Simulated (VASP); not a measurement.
Input:

```
CELL_PARAMETERS angstrom
      3.84668     0.00000     0.00000
     -1.92334     3.33132     0.00000
      0.00000     0.00000     2.53235
ATOMIC_POSITIONS crystal
  Ag 0.00000 0.00000 0.00000
  Si 0.66667 0.33333 0.50000
```

The numbers are results of PBEsol GGA, VASP's PBE PAW potentials (set 64) (plane waves; VASP), not measurements. Settings: 480 eV cut-off, 10×10×12 Γ-centred mesh, first-order Methfessel-Paxton smearing of 0.10 eV, potentials Ag Si.

Q: Give the stress tensor in GPa (positive for a compressed cell).

A: 
```
13.09   0.00   0.00
 0.00  13.09   0.00
 0.00   0.00  20.15
```
The pressure is its mean diagonal, 15.44 GPa.

The structure was generated: SiAg was put into the WC type (P-6m2), which need not be its known phase. This cell was strained or had an atom moved on purpose. The electron count is odd and the run is not spin-polarised, which forces a metal.
